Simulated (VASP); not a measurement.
**KP2 under changes of volume**

One of the cells (23.616 Å³/atom); the others are scaled copies at fixed shape and fractional positions:

```
CELL_PARAMETERS angstrom
3.83671 0.00000 0.00000
-1.91836 3.32269 0.00000
0.00000 0.00000 5.55742
ATOMIC_POSITIONS crystal
K 0.00000 0.00000 0.50000
P 0.33333 0.66667 0.92868
P 0.66667 0.33333 0.07132
```

The cell was built by a generator and needn't be a form met in nature.

| Quantity | Value |
| --- | --- |
| Program | VASP 6.6.1 |
| Functional | PBE |
| Potentials or basis | VASP PAW PBE potentials, release 64 (K_sv, P) |
| Cutoff | 520 eV |
| k mesh | 8 × 8 × 5 |
| Occupations | fermi-dirac, width 0.05 eV |
| Spin | no spin polarisation |

```csv
volume (Å³/atom),energy over the lowest point (meV/atom),pressure (GPa),largest force (eV/Å)
21.764,46.47,5.5,0.260
22.227,32.27,4.4,0.203
22.690,?,?,?
23.616,6.03,1.7,0.034
24.079,1.96,1.0,0.020
24.542,0.00,0.2,0.072
```

Task: What does the run at 22.690 Å³/atom give?

Result: Energy over the lowest point 20.98 meV/atom; pressure 3.4 GPa; largest force 0.146 eV/Å.

Worked out: A Birch-Murnaghan fit of order 3 (a polynomial in V^(-2/3)) to the other rows has its minimum at 24.80 Å³/atom, just outside them, with B0 = V·E''(V) = 33 GPa and B' = 3.5 at fixed shape and positions, which overstates the stiffness. It gives 20.96 meV/atom at 22.690 Å³/atom, against the run's 20.98, and -dE/dV = 3.4 GPa, against 3.4.

Energies are extrapolated to zero smearing.
